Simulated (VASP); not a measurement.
# Rb2CdSe2O6: structure and properties in VASP, part 2 of 2

Wanted: the relaxed cell of Rb2CdSe2O6 and its properties. The start is a cell from a database of measured crystal structures.

VASP 6.6.1; vdW-DF-cx; plane waves and PAW (Cd, Rb_sv, Se, O).

So far, gap on the k-mesh (eV): step 2 (relaxing cell and atoms (vdW-DF-cx)) 3.83; step 5 (density of states (vdW-DF-cx)) 3.83.

### Step 6. Core levels (vdW-DF-cx)

Core levels shift with the potential at each site, so they tell like atoms on unlike sites apart.

File INCAR:

```
SYSTEM = Rb2CdSe2O6
PREC = Accurate
ENCUT = 520
EDIFF = 1E-06
NELM = 100
ISMEAR = 0
SIGMA = 0.05
LREAL = .FALSE.
ALGO = Normal
GGA = CX
AGGAC = 0
LUSE_VDW = .TRUE.
LASPH = .TRUE.
NBANDS = 50
LORBIT = 11
LWAVE = .FALSE.
LCHARG = .FALSE.
KPAR = 4
ICORELEVEL = 1
```

File POSCAR:

```
Rb2CdSe2O6
1.0
    2.8862060036      1.6663518132      6.5341279690
   -2.8862060036      1.6663518132      6.5341279690
    0.0000000000     -3.3327036263      6.5341279690
Cd Rb Se O
1 2 2 6
Direct
    0.0000000000      0.0000000000      0.0000000000
    0.1974833440      0.1974833440      0.1974833440
    0.8025166560      0.8025166560      0.8025166560
    0.3732106854      0.3732106854      0.3732106854
    0.6267893146      0.6267893146      0.6267893146
    0.2549577843      0.2549577843      0.7228824993
    0.7228824993      0.2549577843      0.2549577843
    0.2549577843      0.7228824993      0.2549577843
    0.2771175007      0.7450422157      0.7450422157
    0.7450422157      0.7450422157      0.2771175007
    0.7450422157      0.2771175007      0.7450422157
```

File KPOINTS:

```
Automatic mesh
0
Gamma
6 6 6
0 0 0
```

Potentials, in the order of the species: Cd, Rb_sv, Se and O (PBE family, release 64).

The run is started by

```
$ mpirun -np 4 vasp_std
```

The job ended after 4.1 min (4 MPI ranks of AMD EPYC 9R45, shared host; peak memory 5.7 GiB).

These are scalar-relativistic Kohn-Sham levels of the ground state, with no core hole, so they are not binding energies.

This step gave:

```yaml
scf_cycles: 16
bands: 50
irreducible_k_points: 32
fermi_energy: 0.6781 eV
pressure: 0.008786 GPa
valence_top_at_k: -0.3333, 0.3333, 0
gap_on_the_k_mesh: 3.829 eV
```

Kohn-Sham core levels. Core levels, by row:

| atom | shell | level below the valence-band top (eV) |
| --- | --- | --- |
| Cd1 | 1s | 26513 |
| Cd1 | 2s | 3930 |
| Cd1 | 2p | 3525 |
| Cd1 | 3s | 727.1 |
| Cd1 | 3p | 594.4 |
| Cd1 | 3d | 386.8 |
| Cd1 | 4s | 99.46 |
| Cd1 | 4p | 60.55 |
| Rb2 | 1s | 15024 |
| Rb2 | 2s | 2000 |
| Rb2 | 2p | 1772 |
| Rb2 | 3s | 290 |
| Rb2 | 3p | 216.9 |
| Rb2 | 3d | 96.04 |
| Rb3 | 1s | 15024 |
| Rb3 | 2s | 2000 |
| Rb3 | 2p | 1772 |
| Rb3 | 3s | 290 |
| Rb3 | 3p | 216.9 |
| Rb3 | 3d | 96.04 |
| Se4 | 1s | 12498 |
| Se4 | 2s | 1602 |
| Se4 | 2p | 1408 |
| Se4 | 3s | 208.5 |
| Se4 | 3p | 147.9 |
| Se4 | 3d | 48.11 |
| Se5 | 1s | 12498 |
| Se5 | 2s | 1602 |
| Se5 | 2p | 1408 |
| Se5 | 3s | 208.5 |
| Se5 | 3p | 147.9 |
| Se5 | 3d | 48.11 |
| O6 | 1s | 504.1 |
| O7 | 1s | 504.1 |
| O8 | 1s | 504.1 |
| O9 | 1s | 504.1 |
| O10 | 1s | 504.1 |
| O11 | 1s | 504.1 |

Atoms of one element give levels within 0.1 eV of each other.

### Step 7. Volume scan with vdW-DF-cx, volume scale 0.94

An equation of state needs energies on both sides of the minimum, all on one mesh and cutoff.

INCAR: that of step 6 with these lines changed.

```diff
@@ -18,2 +18,2 @@
 KPAR = 4
-ICORELEVEL = 1
+ISIF = 2
```

POSCAR: that of step 6 with these lines changed.

```diff
@@ -2,5 +2,5 @@
 1.0
-    2.8862060036      1.6663518132      6.5341279690
-   -2.8862060036      1.6663518132      6.5341279690
-    0.0000000000     -3.3327036263      6.5341279690
+    2.8272873080      1.6323350884      6.4007409910
+   -2.8272873080      1.6323350884      6.4007409910
+    0.0000000000     -3.2646701768      6.4007409910
 Cd Rb Se O
```

KPOINTS is that of step 6.

The run is started by

```
$ mpirun -np 4 vasp_std
```

Elapsed: 3.5 min, on 4 MPI ranks; peak memory 5 GiB; 14 min of CPU time.

The scan keeps the cell's shape and the fractional positions fixed.

This step gave:

* free energy (TOTEN): -33.40 eV
* Fermi energy: 1.083 eV
* pressure: 6.135 GPa
* gap on the k-mesh: 4.209 eV
* least direct gap on the k-mesh: 4.371 eV

Force by atom:

| atom | x (eV/Å) | y (eV/Å) | z (eV/Å) | size |
| --- | --- | --- | --- | --- |
| Cd1 | 0.00 | 0.00 | 0.00 | 0.00 |
| Rb2 | 0.00 | 0.00 | 0.00 | 0.00 |
| Rb3 | 0.00 | 0.00 | 0.00 | 0.00 |
| Se4 | 0.00 | 0.00 | -1.33 | 1.33 |
| Se5 | 0.00 | 0.00 | 1.33 | 1.33 |
| O6 | 0.00 | -0.77 | 0.58 | 0.96 |
| O7 | 0.66 | 0.38 | 0.58 | 0.96 |
| O8 | -0.66 | 0.38 | 0.58 | 0.96 |
| O9 | -0.66 | -0.38 | -0.58 | 0.96 |
| O10 | 0.00 | 0.77 | -0.58 | 0.96 |
| O11 | 0.66 | -0.38 | -0.58 | 0.96 |

The pressure here is 6.14 GPa.

### Step 8. Volume scan with vdW-DF-cx, volume scale 0.96

INCAR is that of step 7.

POSCAR: that of step 7 with these lines changed.

```diff
@@ -2,5 +2,5 @@
 1.0
-    2.8272873080      1.6323350884      6.4007409910
-   -2.8272873080      1.6323350884      6.4007409910
-    0.0000000000     -3.2646701768      6.4007409910
+    2.8471984380      1.6438307847      6.4458181169
+   -2.8471984380      1.6438307847      6.4458181169
+    0.0000000000     -3.2876615693      6.4458181169
 Cd Rb Se O
```

KPOINTS is that of step 7.

The run is started by

```
$ mpirun -np 4 vasp_std
```

Run time: 3.5 min. Hardware: 4 MPI ranks; peak memory 5.3 GiB; 14 min of CPU time.

This step gave:

```
free energy (TOTEN)            : -33.53 eV
Fermi energy                   : 0.9715 eV
pressure                       : 3.858 GPa
gap on the k-mesh              : 4.078 eV
least direct gap on the k-mesh : 4.244 eV
```

Force by atom:

| atom | x (eV/Å) | y (eV/Å) | z (eV/Å) | size |
| --- | --- | --- | --- | --- |
| Cd1 | 0.000 | 0.000 | 0.000 | 0.000 |
| Rb2 | 0.000 | 0.000 | 0.000 | 0.000 |
| Rb3 | 0.000 | 0.000 | 0.000 | 0.000 |
| Se4 | 0.000 | 0.000 | -0.855 | 0.855 |
| Se5 | 0.000 | 0.000 | 0.855 | 0.855 |
| O6 | 0.000 | -0.494 | 0.373 | 0.619 |
| O7 | 0.428 | 0.247 | 0.373 | 0.619 |
| O8 | -0.428 | 0.247 | 0.373 | 0.619 |
| O9 | -0.428 | -0.247 | -0.373 | 0.619 |
| O10 | 0.000 | 0.494 | -0.373 | 0.619 |
| O11 | 0.428 | -0.247 | -0.373 | 0.619 |

The pressure falls from 6.14 to 3.86 GPa.

The run ends at a pressure of 3.86 GPa, with forces up to 0.86 eV/Å.

### Step 9. Volume scan with vdW-DF-cx, volume scale 0.98

INCAR is that of step 8.

POSCAR: that of step 8 with these lines changed.

```diff
@@ -2,5 +2,5 @@
 1.0
-    2.8471984380      1.6438307847      6.4458181169
-   -2.8471984380      1.6438307847      6.4458181169
-    0.0000000000     -3.2876615693      6.4458181169
+    2.8668349098      1.6551679070      6.4902734398
+   -2.8668349098      1.6551679070      6.4902734398
+    0.0000000000     -3.3103358139      6.4902734398
 Cd Rb Se O
```

KPOINTS is that of step 8.

The run is started by

```
$ mpirun -np 4 vasp_std
```

Elapsed: 3.3 min, on 4 MPI ranks; peak memory 5.3 GiB.

The pressure falls from 3.86 to 1.82 GPa.

The run ends at a pressure of 1.82 GPa, with forces up to 0.41 eV/Å.

### Step 10. Volume scan with vdW-DF-cx, volume scale 1

INCAR is that of step 9.

POSCAR: that of step 9 with these lines changed.

```diff
@@ -2,5 +2,5 @@
 1.0
-    2.8668349098      1.6551679070      6.4902734398
-   -2.8668349098      1.6551679070      6.4902734398
-    0.0000000000     -3.3103358139      6.4902734398
+    2.8862060036      1.6663518132      6.5341279690
+   -2.8862060036      1.6663518132      6.5341279690
+    0.0000000000     -3.3327036263      6.5341279690
 Cd Rb Se O
```

KPOINTS is that of step 9.

The run is started by

```
$ mpirun -np 4 vasp_std
```

It took 3.5 min on 4 MPI ranks; peak memory 5.6 GiB; 14 min of CPU time.

The pressure falls from 1.82 to 0.01 GPa.

The run ends at a pressure of 0.01 GPa, with forces up to 0.0076 eV/Å.

### Step 11. Volume scan with vdW-DF-cx, volume scale 1.02

INCAR is that of step 10.

POSCAR: that of step 10 with these lines changed.

```diff
@@ -2,5 +2,5 @@
 1.0
-    2.8862060036      1.6663518132      6.5341279690
-   -2.8862060036      1.6663518132      6.5341279690
-    0.0000000000     -3.3327036263      6.5341279690
+    2.9053205077      1.6773875773      6.5774016008
+   -2.9053205077      1.6773875773      6.5774016008
+    0.0000000000     -3.3547751545      6.5774016008
 Cd Rb Se O
```

KPOINTS is that of step 10.

The run is started by

```
$ mpirun -np 4 vasp_std
```

It took 3.5 min on 4 MPI ranks; peak memory 5.6 GiB.

The pressure falls from 0.01 to -1.61 GPa.

The run ends at a pressure of -1.61 GPa, with forces up to 0.38 eV/Å.

### Step 12. Volume scan with vdW-DF-cx, volume scale 1.04

INCAR is that of step 11.

POSCAR: that of step 11 with these lines changed.

```diff
@@ -2,5 +2,5 @@
 1.0
-    2.9053205077      1.6773875773      6.5774016008
-   -2.9053205077      1.6773875773      6.5774016008
-    0.0000000000     -3.3547751545      6.5774016008
+    2.9241867539      1.6882800096      6.6201131976
+   -2.9241867539      1.6882800096      6.6201131976
+    0.0000000000     -3.3765600191      6.6201131976
 Cd Rb Se O
```

KPOINTS is that of step 11.

The run is started by

```
$ mpirun -np 4 vasp_std
```

It took 3.5 min on 4 MPI ranks; peak memory 5.5 GiB.

The pressure falls from -1.61 to -3.06 GPa.

The run ends at a pressure of -3.06 GPa, with forces up to 0.74 eV/Å.

### Step 13. Volume scan with vdW-DF-cx, volume scale 1.06

A prediction first. A least-squares parabola for the 6 pressures of evenly scaled cells so far, P = 0.00 -86.1 t +209 t² GPa with t = ln(V/V₁) and V₁ the volume at scale 1, gives -4.30 GPa at t = +0.0583.

INCAR is that of step 12.

POSCAR: that of step 12 with these lines changed.

```diff
@@ -2,5 +2,5 @@
 1.0
-    2.9241867539      1.6882800096      6.6201131976
-   -2.9241867539      1.6882800096      6.6201131976
-    0.0000000000     -3.3765600191      6.6201131976
+    2.9428126494      1.6990336754      6.6622806605
+   -2.9428126494      1.6990336754      6.6622806605
+    0.0000000000     -3.3980673507      6.6622806605
 Cd Rb Se O
```

KPOINTS is that of step 12.

The run is started by

```
$ mpirun -np 4 vasp_std
```

It took 3.6 min on 4 MPI ranks; peak memory 5.5 GiB; 14 min of CPU time.

The pressure falls from -3.06 to -4.35 GPa. The parabola predicted -4.30 GPa, +0.05 GPa off.

### Step 14. The series together

Times are for 4 MPI ranks of AMD EPYC 9R45, shared host. The series side by side:

| no. | volume scale | energy above the lowest point (meV/atom) | pressure (GPa) | gap on the k-mesh (eV) | time | memory (GiB) |
| --- | --- | --- | --- | --- | --- | --- |
| 1 | 0.94 | 19.52 | 6.135 | 4.209 | 3.5 min | 5.0 |
| 2 | 0.96 | 8.56 | 3.858 | 4.078 | 3.5 min | 5.3 |
| 3 | 0.98 | 2.22 | 1.824 | 3.952 | 3.3 min | 5.3 |
| 4 | 1 | 0 | 0.008786 | 3.829 | 3.5 min | 5.6 |
| 5 | 1.02 | 1.46 | -1.613 | 3.711 | 3.5 min | 5.6 |
| 6 | 1.04 | 6.21 | -3.056 | 3.596 | 3.5 min | 5.5 |
| 7 | 1.06 | 13.89 | -4.349 | 3.485 | 3.6 min | 5.5 |

### Step 15. Fit for vdW-DF-cx

This step: Birch-Murnaghan fit, vdW-DF-cx; plane waves and PAW (VASP 6.6.1).

No new run; the numbers come from the runs before.

Numbers from this step:

```
pressure derivative of the bulk modulus : 4.667
r.m.s. error of the fit                 : 1.08e-6 eV/atom
minimum inside the sampled range        : yes
bulk modulus                            : 85.23 GPa
equilibrium volume of the fit           : 17.17 Å³/atom
```

Table of energy above the fitted minimum by volume:

| volume (Å³/atom) | energy above the fitted minimum (eV/atom) |
| --- | --- |
| 16.113 | 0.0195 |
| 16.456 | 0.00857 |
| 16.798 | 0.00224 |
| 17.141 | 1.2e-5 |
| 17.484 | 0.00147 |
| 17.827 | 0.00622 |
| 18.170 | 0.0139 |

The fit over cells of fixed shape and fractional positions puts the volume +0.17 % from the relaxed one. At a finite cutoff and mesh the minimum of the energy and the zero of the stress don't quite coincide, and the relaxation stops at a threshold. The atoms bear forces along the scan, since they were held; freeing them would lower the modulus.

### Step 16. What came out

```json
{
 "relaxed volume": "17.14 Å³/atom",
 "relaxed conventional cell a, b, c": "5.772, 5.772, 19.602 Å; angles 90.0, 90.0, 120.0°",
 "space group after relaxing, within 0.02 Å": "R-3m (No. 166)",
 "band gap": "3.83 eV, indirect (least direct gap of that run 3.96 eV)",
 "gap among the points of the DOS mesh alone, an upper bound": "3.83 eV",
 "shallowest level of the frozen cores": "Se4 3d, 48.1 eV deep",
 "bulk modulus from the fit": "85.2 GPa",
 "volume from the fit": "17.2 Å³/atom"
}
```

What this shows: With vdW-DF-cx, Rb2CdSe2O6 relaxes to 17.14 Å³/atom in space group R-3m (held by the symmetry of the run), has an indirect gap of 3.83 eV and has a bulk modulus of 85.2 GPa at fixed shape and positions, an upper bound. Against the listed cell the volume lies +0.4 % (a +0.4 %, c -0.3 %). Bands along the symmetry lines (vdW-DF-cx): The path shows an indirect gap of 3.83 eV (valence top at X, conduction bottom at Γ). The least direct gap is 3.96 eV. Semilocal functionals usually underestimate gaps. Spin-orbit coupling is left out; it would split some degenerate bands. No search among competing phases was made, and a listed structure need not be the one stable at ambient conditions. All values are for a static lattice at zero temperature.

[Lines on the potential files, build, host, timing and source positions are cut from VASP's logs without a mark.]

[Logs are printed without paths, hosts, clocks, repeated set-up lines and the standing remarks that a program may print on its own settings, such as how far it seeks lower states.]

[Hosts, paths, dates, database ids (printed as entryN), source tags and the programs' standing remarks are cut or masked in the printed files.]

[A measured line is paired with the nearest computed mode of its activity, which favours agreement.]

[In band tables of VASP the shares of atoms and orbitals are scaled to a sum of 1 inside the atoms' spheres.]
